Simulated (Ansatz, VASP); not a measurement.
# CdPbSO in two plane-wave programs, part 3 of 3

Aim: how closely do two programs agree when they are given the same cell, functional and k mesh? The cell is invented: As first built, before any earlier steps moved the atoms (in the runner's words): it takes the PbS structure with some of its atoms replaced by other elements, volume scaled by an estimate. It may not be a known or stable phase. The cell is taken from a series of VASP runs on this material, whose earlier steps may have relaxed, scaled or displaced it; both programs get it as it stands. Valence electrons are named where the data sets of a main pair hold unlike numbers.

VASP 6.6.1 and Ansatz 0.2.0.

So far: Set-up; Ansatz: zone-centre phonons, LDA; VASP: zone-centre phonons, LDA.

## Step 3: VASP: zone-centre phonons, LDA (continued)

Level of this step: LDA; plane waves and PAW (Pb_d, Cd, S, O); invented cell (VASP).

Numbers of over 12 decimals in the logs are rounded to 6 here.

From OUTCAR (step 3):

```text
ion  position               nearest neighbor table
   1  0.950  0.904  0.048-   4 2.48   4 2.50   4 2.50   3 2.98   3 2.98   3 3.09   2 3.26   2 3.51
                             2 3.69   2 3.69
   2  0.085  0.168  0.489-   4 2.34   4 2.35   3 2.54   3 2.57   3 2.58   1 3.26   1 3.51   1 3.69
                             1 3.69
   3  0.712  0.426  0.711-   2 2.54   2 2.57   2 2.58   1 2.98   1 2.98   1 3.09
   4  0.580  0.162  0.250-   2 2.34   2 2.35   1 2.48   1 2.50   1 2.50

  LATTYP: Found a triclinic cell.
 ALAT       =     3.8332941079
 B/A-ratio  =     0.9090690898
 C/A-ratio  =     1.7076043275
 COS(alpha) =     0.0035627954
 COS(beta)  =     0.2498527039
 COS(gamma) =     0.4597345274

 Subroutine GETGRP returns: Found  1 space group operations
 (whereof  1 operations were pure point group operations)

The static configuration has the point symmetry C_1 .

 Found     99 irreducible k-points:

   k-points           NKPTS =     99   k-points in BZ     NKDIM =     99   number of bands    NBANDS=     25

   dimension x,y,z NGX =    28 NGY =   28 NGZ =   50
   dimension x,y,z NGXF=    56 NGYF=   56 NGZF=  100

   ENCUT  =  520.0 eV  38.22 Ry    6.18 a.u.   6.48  7.09 12.17*2*pi/ulx,y,z

   NELECT =      38.0000    total number of electrons

 k-points in reciprocal lattice and weights: Automatic mesh
   0.00000000  0.00000000  0.00000000       0.005
   0.14285714  0.00000000  0.00000000       0.010
   0.28571429  0.00000000  0.00000000       0.010
   0.42857143  0.00000000  0.00000000       0.010
   0.00000000  0.14285714  0.00000000       0.010
   0.14285714  0.14285714 -0.00000000       0.010
   0.28571429  0.14285714  0.00000000       0.010
   0.42857143  0.14285714  0.00000000       0.010
  -0.42857143  0.14285714 -0.00000000       0.010
[...]
-1.758826962  3.358747505  0.424928213    -0.003195786  0.302136029 -0.048053923
     0.007127700  1.028233812  6.464481599     0.000086629 -0.019926220  0.157860794

 POSITION                                       TOTAL-FORCE (eV/Angst)
 -----------------------------------------------------------------------------------
      1.72274      3.12033      0.69828         0.002084     -0.003783      0.005924
      0.00389      1.07193      3.23463        -0.003898      0.003720      0.001643
      1.73628      2.18901      4.77946         0.002140     -0.002808     -0.005557
      1.73909      0.82207      1.68927        -0.000326      0.002871     -0.002010
 -----------------------------------------------------------------------------------
    total drift:                                0.000088     -0.000603      0.000040

 MACROSCOPIC STATIC DIELECTRIC TENSOR (including local field effects in DFT)
 ------------------------------------------------------
          11.908167    -0.005203    -0.003943
          -0.001473    10.231715     0.339445
          -0.001903     0.340123    11.583800
 ------------------------------------------------------

 PIEZOELECTRIC TENSOR (including local field effects)  for field in x, y, z        (C/m^2)
          XX          YY          ZZ          XY          YZ          ZX
  --------------------------------------------------------------------------------
  x     0.03344    -0.02662    -0.00029    -1.08916     0.00195    -0.04705
  y    -0.94279     0.97072    -0.00633    -0.02157    -0.15036     0.00176
  z    -0.10925    -0.26338     0.32217     0.00028    -0.18294     0.00680

 BORN EFFECTIVE CHARGES (including local field effects) (in |e|, cummulative output)
 ---------------------------------------------------------------------------------
 ion    1
    1     2.95623    -0.00803    -0.01439
    2    -0.01472     3.30816    -0.05600
    3    -0.00763    -0.06759     3.66644
 ion    2
    1     2.60921     0.00675     0.00637
    2     0.00852     2.31535     0.10420
    3    -0.00559     0.15212     3.10789
 ion    3
    1    -2.60433     0.00115     0.00162
    2     0.00720    -2.75591     0.00353
    3    -0.00817     0.17160    -3.07195
 ion    4
    1    -2.96111     0.00013     0.00639
    2    -0.00100    -2.86759    -0.05173
    3     0.02138    -0.25613    -3.70238

 Eigenvectors and eigenvalues of the dynamical matrix
 ----------------------------------------------------

   1 f  =   10.309074 THz    64.773822 2PiTHz  343.873691 cm-1    42.634885 meV
             X         Y         Z           dx          dy          dz
      1.722737  3.120331  0.698285     0.004354   -0.005752   -0.031328
      0.003892  1.071933  3.234627     0.009400   -0.031447   -0.013831
      1.736276  2.189012  4.779464    -0.005064    0.065921   -0.501923
      1.739087  0.822073  1.689269    -0.033466    0.011086    0.860324

   2 f  =    6.904090 THz    43.379676 2PiTHz  230.295647 cm-1    28.553008 meV
             X         Y         Z           dx          dy          dz
      1.722737  3.120331  0.698285    -0.003785   -0.001076    0.029092
      0.003892  1.071933  3.234627    -0.004132   -0.331240   -0.063031
      1.736276  2.189012  4.779464     0.005605    0.870103    0.067670
      1.739087  0.822073  1.689269     0.016033   -0.349748   -0.034032

   3 f  =    6.223979 THz    39.106411 2PiTHz  207.609579 cm-1    25.740296 meV
             X         Y         Z           dx          dy          dz
      1.722737  3.120331  0.698285     0.126376   -0.006567    0.007894
      0.003892  1.071933  3.234627     0.391241   -0.016952   -0.092666
      1.736276  2.189012  4.779464    -0.557411    0.015599    0.128372
      1.739087  0.822073  1.689269    -0.700788    0.046546    0.035778

   4 f  =    5.456305 THz    34.282978 2PiTHz  182.002757 cm-1    22.565456 meV
             X         Y         Z           dx          dy          dz
      1.722737  3.120331  0.698285    -0.022023   -0.076981    0.127191
      0.003892  1.071933  3.234627    -0.071053   -0.114692   -0.569195
      1.736276  2.189012  4.779464     0.136123    0.071922    0.534684
      1.739087  0.822073  1.689269     0.074955    0.482331    0.295594

   5 f  =    5.245661 THz    32.959458 2PiTHz  174.976403 cm-1    21.694299 meV
             X         Y         Z           dx          dy          dz
      1.722737  3.120331  0.698285    -0.009366    0.180965    0.065094
      0.003892  1.071933  3.234627    -0.006483    0.192979   -0.332521
      1.736276  2.189012  4.779464     0.012659   -0.279107    0.304294
      1.739087  0.822073  1.689269     0.032182   -0.772591    0.215604

   6 f  =    4.252162 THz    26.717122 2PiTHz  141.836857 cm-1    17.585521 meV
             X         Y         Z           dx          dy          dz
      1.722737  3.120331  0.698285     0.024747    0.039569   -0.505254
      0.003892  1.071933  3.234627    -0.122188   -0.045907    0.405741
      1.736276  2.189012  4.779464     0.456608    0.001911    0.383529
      1.739087  0.822073  1.689269    -0.406586   -0.022312    0.198689

   7 f  =    4.148323 THz    26.064685 2PiTHz  138.373175 cm-1    17.156079 meV
             X         Y         Z           dx          dy          dz
      1.722737  3.120331  0.698285    -0.034453    0.026913   -0.396526
      0.003892  1.071933  3.234627     0.134697   -0.050911    0.285989
      1.736276  2.189012  4.779464    -0.547738    0.004365    0.331857
      1.739087  0.822073  1.689269     0.536597    0.034044    0.197665

   8 f  =    1.920397 THz    12.066210 2PiTHz   64.057547 cm-1     7.942120 meV
             X         Y         Z           dx          dy          dz
      1.722737  3.120331  0.698285    -0.644668   -0.046638   -0.004845
      0.003892  1.071933  3.234627     0.707449    0.052938    0.007937
      1.736276  2.189012  4.779464     0.273780    0.018771    0.000533
      1.739087  0.822073  1.689269     0.059548    0.000721   -0.000101

   9 f  =    1.880944 THz    11.818317 2PiTHz   62.741522 cm-1     7.778954 meV
             X         Y         Z           dx          dy          dz
      1.722737  3.120331  0.698285     0.046781   -0.631881   -0.044838
      0.003892  1.071933  3.234627    -0.051765    0.720832    0.012229
      1.736276  2.189012  4.779464    -0.022107    0.258569    0.063492
      1.739087  0.822073  1.689269     0.000506   -0.035106    0.038587

  10 f/i=    0.003068 THz     0.019274 2PiTHz    0.102321 cm-1     0.012686 meV
             X         Y         Z           dx          dy          dz
      1.722737  3.120331  0.698285    -0.101031   -0.038105    0.742536
      0.003892  1.071933  3.234627    -0.075373   -0.028472    0.547439
      1.736276  2.189012  4.779464    -0.040110   -0.015111    0.292315
      1.739087  0.822073  1.689269    -0.028350   -0.010889    0.206378

  11 f/i=    0.007351 THz     0.046187 2PiTHz    0.245200 cm-1     0.030401 meV
             X         Y         Z           dx          dy          dz
      1.722737  3.120331  0.698285     0.744033    0.002053    0.101812
      0.003892  1.071933  3.234627     0.547526    0.001370    0.074912
      1.736276  2.189012  4.779464     0.291509    0.000815    0.040045
      1.739087  0.822073  1.689269     0.207998    0.000370    0.028330

  12 f/i=    0.014446 THz     0.090769 2PiTHz    0.481878 cm-1     0.059745 meV
             X         Y         Z           dx          dy          dz
      1.722737  3.120331  0.698285    -0.006819    0.745690    0.037690
      0.003892  1.071933  3.234627    -0.005604    0.557401    0.027697
      1.736276  2.189012  4.779464    -0.002882    0.296306    0.015041
      1.739087  0.822073  1.689269    -0.002138    0.206972    0.010578

 MACROSCOPIC STATIC DIELECTRIC TENSOR IONIC CONTRIBUTION
 ------------------------------------------------------
          16.013614     0.244931     0.918891
           0.244931    18.632319     0.782330
           0.918891     0.782330    26.745264
 ------------------------------------------------------

 ELASTIC MODULI CONTR FROM IONIC RELAXATION (kBar)
 Direction    XX          YY          ZZ          XY          YZ          ZX
 --------------------------------------------------------------------------------
 XX        -146.1395    -29.6535    -63.8434     -3.2202    -98.4796     -0.5929
 YY         -29.6535   -441.7161   -238.4852      0.2443     50.2627      7.5430
 ZZ         -63.8434   -238.4852   -214.8096      4.8558    -38.7480      3.0414
 XY          -3.2202      0.2443      4.8558    -60.8089      9.2456    -22.7024
 YZ         -98.4796     50.2627    -38.7480      9.2456   -122.9530      0.9060
 ZX          -0.5929      7.5430      3.0414    -22.7024      0.9060    -22.9529
 --------------------------------------------------------------------------------

 PIEZOELECTRIC TENSOR IONIC CONTR  for field in x, y, z        (C/m^2)
          XX          YY          ZZ          XY          YZ          ZX
  --------------------------------------------------------------------------------
  x    -0.01340     0.02141     0.01872     0.24582    -0.01176     0.44611
  y     0.17469    -0.64444     0.31851    -0.19834     1.01182     0.00593
  z     0.95367     2.17953     1.27895    -0.02062     0.36604     0.01093
```

The gap is read on the k-mesh alone, so it is an upper bound where the band edges lie off the mesh. Energies printed during the response cycles are not total energies of the cell. With a direct gap this small, the dielectric response converges slowly with the mesh, so tensor and charges are uncertain; a mesh that holds the point of the least gap tends to give too large a tensor.

## Step 4: Side by side

Known differences besides the potentials themselves: the two LDA forms differ slightly; the data sets hold 46 valence electrons in Ansatz (on its default PAW (the set named soft_2) files) and 38 in VASP; the cutoff is 420 eV in Ansatz and 520 eV in VASP; VASP's log shows a relativistic correction to its local exchange, Ansatz's none. Total energies have different zeros and are not compared.

Compared:

| quantity | Ansatz | VASP | difference |
| --- | --- | --- | --- |
| ε∞ xx | 10.51 | 11.91 | -11.76 % |
| ε∞ yy | 10.08 | 10.23 | -1.44 % |
| ε∞ zz | 11.24 | 11.58 | -2.94 % |
| Born charge of Pb1 (mean of the diagonal) (e) | 3.29 | 3.31 | -0.02 |
| Born charge of Cd2 (mean of the diagonal) (e) | 2.66 | 2.68 | -0.02 |
| Born charge of S3 (mean of the diagonal) (e) | -2.74 | -2.81 | +0.07 |
| Born charge of O4 (mean of the diagonal) (e) | -3.21 | -3.18 | -0.04 |
| optical mode 1 (cm⁻¹) | 61.6 | 62.7 | -1.80 % |
| optical mode 2 (cm⁻¹) | 62.8 | 64.1 | -1.90 % |
| optical mode 3 (cm⁻¹) | 128.4 | 138.4 | -7.19 % |
| optical mode 4 (cm⁻¹) | 138.6 | 141.8 | -2.28 % |
| optical mode 5 (cm⁻¹) | 172.6 | 175.0 | -1.37 % |
| optical mode 6 (cm⁻¹) | 176.5 | 182.0 | -3.00 % |
| optical mode 7 (cm⁻¹) | 197.3 | 207.6 | -4.99 % |
| optical mode 8 (cm⁻¹) | 226.2 | 230.3 | -1.77 % |
| optical mode 9 (cm⁻¹) | 338.9 | 343.9 | -1.45 % |

Modes are paired by rising frequency, not by their patterns, so a pair may set unlike modes beside each other; they are those without the splitting of longitudinal modes.

## Step 5: Further runs

Further runs change the set-up of one program: Ansatz's method, potentials or start, or VASP's data sets, cutoff or form of LDA. The table gives Ansatz less VASP for each quantity, since a change that brings one quantity closer may part another.

| run | optical mode 1 (%) | optical mode 2 (%) | optical mode 3 (%) | optical mode 4 (%) | optical mode 5 (%) | optical mode 6 (%) |
| --- | --- | --- | --- | --- | --- | --- |
| as above | -1.8 | -1.9 | -7.2 | -2.3 | -1.4 | -3.0 |
| cores kept as stored | -1.7 | -1.8 | -7.0 | -2.2 | -1.3 | -3.0 |
| Ansatz's larger PAW set (cutoff 900 eV) | -1.5 | -1.8 | -6.7 | -2.1 | -1.2 | -2.8 |
| norm-conserving potentials (cutoff 1388 eV) | -0.54 | -1.0 | -4.6 | -1.3 | -0.50 | -1.1 |

## Step 6: What came out

```yaml
difference_in_eps_infinity_xx_zone_centre_phonons_lda: -12 %
```

What this shows: The difference in ε∞ xx is -12 % (zone-centre phonons, LDA), beyond the 5 % picked in this series as the mark of a large difference. The data sets hold unlike numbers of valence electrons (46 in Ansatz and 38 in VASP), so part of the differences comes from the potentials. Zone-centre phonons, LDA, norm-conserving potentials (cutoff 1388 eV): the difference in optical mode 1 goes from -1.8 to -0.54 %; the difference in optical mode 2 goes from -1.9 to -1.0 %; the difference in optical mode 3 goes from -7.2 to -4.6 %; the difference in optical mode 4 goes from -2.3 to -1.3 %; the difference in optical mode 5 goes from -1.4 to -0.50 %; the difference in optical mode 6 goes from -3.0 to -1.1 %. Such differences can come from data sets, numerical settings and the points named under the comparisons, not from the functional's error against experiment.

[Lines on the potential files, build, host, timing and source positions are cut from VASP's logs without a mark.]

[Logs are printed without paths, hosts, clocks, repeated set-up lines and the standing remarks that a program may print on its own settings, such as how far it seeks lower states.]

[Hosts, paths, dates, database ids (printed as entryN), source tags and the programs' standing remarks are cut or masked in the printed files.]
